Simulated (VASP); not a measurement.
OSZICAR of a VASP run on Cs:

OSZICAR:
```
       N       E                     dE             d eps       ncg     rms          rms(c)
DAV:   1     0.553414946331E+03    0.55341E+03   -0.22148E+04   688   0.103E+03
DAV:   2     0.703120953018E+02   -0.48310E+03   -0.47817E+03   947   0.206E+02
DAV:   3    -0.616261879345E+01   -0.76475E+02   -0.76296E+02   845   0.850E+01
DAV:   4    -0.790062204208E+01   -0.17380E+01   -0.17171E+01   816   0.166E+01
DAV:   5    -0.792020338151E+01   -0.19581E-01   -0.19526E-01   856   0.166E+00    0.430E-01
DAV:   6    -0.790740566902E+01    0.12798E-01   -0.21516E-02   805   0.469E-01    0.243E-01
DAV:   7    -0.790313116585E+01    0.42745E-02   -0.19580E-02   808   0.421E-01    0.107E-01
DAV:   8    -0.790336376041E+01   -0.23259E-03   -0.68710E-04   805   0.980E-02    0.194E-02
DAV:   9    -0.790338257496E+01   -0.18815E-04   -0.23773E-05   840   0.179E-02    0.662E-03
DAV:  10    -0.790338406293E+01   -0.14880E-05   -0.23020E-06   544   0.307E-03    0.146E-03
DAV:  11    -0.790338412641E+01   -0.63479E-07   -0.39882E-07   688   0.216E-03
   1 F= -.79033841E+01 E0= -.78962200E+01  d E =-.214925E-01
 Found     1 degrees of freedom:
       N       E                     dE             d eps       ncg     rms          rms(c)
DAV:   1    -0.790245993812E+01    0.92412E-03   -0.41448E-01  1166   0.223E+00    0.698E-02
DAV:   2    -0.790336884182E+01   -0.90890E-03   -0.99997E-03  1188   0.340E-01    0.347E-02
DAV:   3    -0.790335668040E+01    0.12161E-04   -0.89439E-05  1364   0.367E-02    0.237E-02
DAV:   4    -0.790334338263E+01    0.13298E-04   -0.43929E-05  1268   0.240E-02    0.104E-02
DAV:   5    -0.790334387150E+01   -0.48887E-06   -0.62817E-06  1308   0.778E-03    0.684E-03
DAV:   6    -0.790334354493E+01    0.32657E-06   -0.57188E-07  1180   0.289E-03    0.474E-03
DAV:   7    -0.790334345390E+01    0.91030E-07   -0.56666E-07  1244   0.271E-03
   2 F= -.79033435E+01 E0= -.78961796E+01  d E =-.214915E-01
       N       E                     dE             d eps       ncg     rms          rms(c)
DAV:   1    -0.790054736869E+01    0.27962E-02   -0.12953E+00  1130   0.370E+00    0.107E-01
DAV:   2    -0.790339693407E+01   -0.28496E-02   -0.30634E-02  1172   0.593E-01    0.526E-02
DAV:   3    -0.790337517747E+01    0.21757E-04   -0.27992E-04  1372   0.623E-02    0.362E-02
DAV:   4    -0.790334277370E+01    0.32404E-04   -0.11291E-04  1252   0.381E-02    0.163E-02
DAV:   5    -0.790334380451E+01   -0.10308E-05   -0.17639E-05  1324   0.130E-02    0.921E-03
DAV:   6    -0.790334345676E+01    0.34775E-06   -0.15163E-06  1236   0.466E-03    0.546E-03
DAV:   7    -0.790334345894E+01   -0.21755E-08   -0.49665E-07  1228   0.257E-03
   3 F= -.79033435E+01 E0= -.78961796E+01  d E =-.214915E-01
```

Question: Which electronic solver shows in the log?

Answer: It is blocked Davidson (ALGO = Normal, or the opening steps of other solvers). The INCAR had ALGO = Normal.

Question: Can the final energy be trusted as converged?

Answer: Self-consistency was reached. It stopped with EDIFF = 1E-7, NELM = 100 (LDA (Ceperley-Alder, Perdew-Zunger), plane waves, VASP's LDA PAW potentials (set 64)).

The cell is a supercell, built from Cs (bcc).
